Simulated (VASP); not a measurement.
An input for Ansatz (written as the equivalent of a VASP run, and not itself run):

Ansatz 0.2 input:
```yaml
crystal:
  lattice:
    - [2.2783760, -3.9462634, 0.0000000]
    - [2.2783760, 3.9462634, 0.0000000]
    - [0.0000000, 0.0000000, 7.4386052]
  atoms:
    - { symbol: Ag, position: [0.6666670, 0.3333330, 0.5000814] }
    - { symbol: Ag, position: [0.3333330, 0.6666670, 0.0000814] }
    - { symbol: I, position: [0.6666670, 0.3333330, 0.8749186] }
    - { symbol: I, position: [0.3333330, 0.6666670, 0.3749186] }
kpoints:
  mp_grid: { grid: [6, 6, 4] }
hamiltonian:
  xc: pbesol
  pseudopotentials: { kind: paw }
scf:
  occupations: { method: gaussian, width: 0.05 }
  max_iter: 100
output: { forces: true, stress: true, eigenvalues: true }
```

Write the VASP files for the same calculation (PBEsol).

One answer among several that fit: 
POSCAR:
```
AgI
1
    2.2783760103    -3.9462633966     0.0000000000
    2.2783760103     3.9462633966     0.0000000000
    0.0000000000     0.0000000000     7.4386051795
Ag I
2 2
Direct
  0.6666670000   0.3333330000   0.5000813959
  0.3333330000   0.6666670000   0.0000813959
  0.6666670000   0.3333330000   0.8749186041
  0.3333330000   0.6666670000   0.3749186041
```

INCAR:
```
# general
SYSTEM  = AgI
PREC    = Accurate
ENCUT   = 480   # plane-wave cut-off (eV)
LREAL   = .FALSE.   # projection in real space or not
LASPH   = .TRUE.

# electronic loop
EDIFF   = 1E-7   # SCF stop (eV)
NELM    = 100
ALGO    = Normal   # blocked Davidson
LMAXMIX = 4

# smearing
ISMEAR  = 0   # Gaussian
SIGMA   = 0.05   # width (eV)

# functional
GGA     = PS   # PBEsol

# ions
ISIF    = 2

# output
LWAVE   = .FALSE.
LCHARG  = .FALSE.
```

File KPOINTS:
```
Automatic mesh
0
Gamma
6 6 4
0 0 0
```

POTCAR, in this order: Ag I (PBE.64 set). Program: vasp_std.

What does not carry over: each code has its own PAW files, so the cut-off isn't converted (ENCUT is set for VASP's; basis.ecutwfc is left out, and Ansatz then takes the one that its files recommend); Ansatz stops its SCF on the density residual and VASP on the energy change (EDIFF).

The compound is AgI in the wurtzite structure. It was relaxed first.
